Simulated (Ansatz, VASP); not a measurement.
**NaY: VASP beside Ansatz**

File INCAR:

```
PREC     = Accurate       # precision mode
ENCUT    = 600            # plane-wave cutoff, eV
EDIFF    = 1E-6           # SCF threshold, eV
ISMEAR   = 0              # smearing method
SIGMA    = 0.1            # smearing width, eV
LREAL    = False          # projectors in reciprocal space
LASPH    = True           # aspherical terms in the spheres
NELM     = 100            # most SCF steps
ALGO     = Normal         # electronic algorithm
ISIF     = 3              # what is computed and relaxed
LWAVE    = False          # write WAVECAR
LCHARG   = False          # write CHGCAR
GGA      = PS             # functional
IBRION   = 2              # ionic algorithm
NSW      = 100            # ionic steps
EDIFFG   = -0.005         # ionic threshold
```

File KPOINTS:

```
Automatic mesh
0
Gamma
  12 12 12
```

The input POSCAR:

```
NaY
1.0
    3.7502294851      0.0000000000      0.0000000000
    0.0000000000      3.7502294851      0.0000000000
    0.0000000000      0.0000000000      3.7502294851
Na Y
1 1
Direct
    0.5000000000      0.5000000000      0.5000000000
    0.0000000000      0.0000000000      0.0000000000
```

Input for Ansatz:

```yaml
crystal:
  lattice:
    - [3.7502294851, 0.0, 0.0]
    - [0.0, 3.7502294851, 0.0]
    - [0.0, 0.0, 3.7502294851]
  atoms:
    - { symbol: Na, position: [0.5, 0.5, 0.5] }
    - { symbol: "Y", position: [0.0, 0.0, 0.0] }
basis:
  ecutwfc: 420
kpoints:
  mp_grid: { grid: [12, 12, 12] }
hamiltonian:
  xc: pbesol
scf:
  occupations: { method: gaussian, width: 0.1 }
output:
  forces: true
  stress: true
  eigenvalues: true
relax:
  adjacent_minimum: "off"
  f_tol: 0.005
  max_steps: 80
  cell: { stress_tol: 0.05 }
```

The cell comes from a database or a generator and needn't be the stable form of this composition.

Alike in both runs: task relaxation of cell and atoms; functional PBEsol; k mesh 12 × 12 × 12; occupations gaussian, width 0.1 eV; no spin polarisation.

|  | VASP | Ansatz |
| --- | --- | --- |
| version | VASP 6.6.1 | Ansatz 0.2.0 |
| potentials or method | VASP PAW PBE potentials, release 64 (Na_pv, Y_sv) | scalar-relativistic, plane waves, PAW |
| plane-wave cutoff (eV) | 600 | 420 |
| valence electrons in the cell | 18 | 20 |

|  | VASP | Ansatz | Ansatz less VASP |
| --- | --- | --- | --- |
| gap on the k mesh at the Fermi level, each at its own relaxed structure (eV) | none | none | - |
| relaxed volume (Å³/atom) | 31.03 | 31.01 | -0.021 |
| relaxed cell length with the largest relative difference (Å) | 3.959 | 3.958 | -0.0009 |
| energy change over the relaxation (meV/atom) | -70 | -71 | -0.5 |

A gap of «none» marks a metal or a gap that the smearing closes. The two sets of potentials don't hold the same shells in valence.

Caveats: the volume moved by over 15 % at a fixed basis, so the end points are rough (VASP); the PAW data sets were made with another functional, which shifts forces and pressure a little (VASP).
